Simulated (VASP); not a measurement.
VASP input:

### POSCAR
```
NiAl
1.0
  2.8926903487   0.0000000000   0.0000000000
  0.0000000000   2.8926903487   0.0000000000
  0.0000000000   0.0000000000   2.8926903487
Al Ni
1 1
Cart
  1.4463451743   1.4463451743   1.4463451743
  0.0000000000   0.0000000000   0.0000000000
```

### INCAR
```
SYSTEM = NiAl
PREC = Accurate
ENCUT = 500
EDIFF = 1E-6
NELM = 100
ALGO = Normal
LREAL = .FALSE.
LASPH = .TRUE.
ISMEAR = 1
SIGMA = 0.1
GGA = PE
LMAXMIX = 4
LWAVE = .FALSE.
LCHARG = .FALSE.
IBRION = 2
ISIF = 3
NSW = 40
EDIFFG = -0.02
```

### KPOINTS
```
Automatic mesh
0
Gamma
13 13 13
0 0 0
```

POTCAR, in this order: Al Ni (PBE.64 set). Program: vasp_std.

Write an equivalent input for Ansatz.

One equivalent input (not run):
Ansatz 0.2 input:
```yaml
crystal:
  lattice:
    - [2.8926903, 0.0000000, 0.0000000]
    - [0.0000000, 2.8926903, 0.0000000]
    - [0.0000000, 0.0000000, 2.8926903]
  atoms:
    - { symbol: Al, position: [0.5000000, 0.5000000, 0.5000000] }
    - { symbol: Ni, position: [0.0000000, 0.0000000, 0.0000000] }
kpoints:
  mp_grid: { grid: [13, 13, 13] }
hamiltonian:
  xc: pbe
  pseudopotentials: { kind: paw }
scf:
  occupations: { method: methfessel_paxton, width: 0.1 }
  max_iter: 100
relax:
  max_steps: 40
  f_tol: 0.02
  cell: {}
output: { forces: true, stress: true, eigenvalues: true }
```
What does not carry over: each code has its own PAW files, so the cut-off isn't converted (ENCUT is set for VASP's; basis.ecutwfc is left out, and Ansatz then takes the one that its files recommend); Ansatz stops its SCF on the density residual and VASP on the energy change (EDIFF).

The compound is NiAl in the CsCl type structure. It was relaxed first.
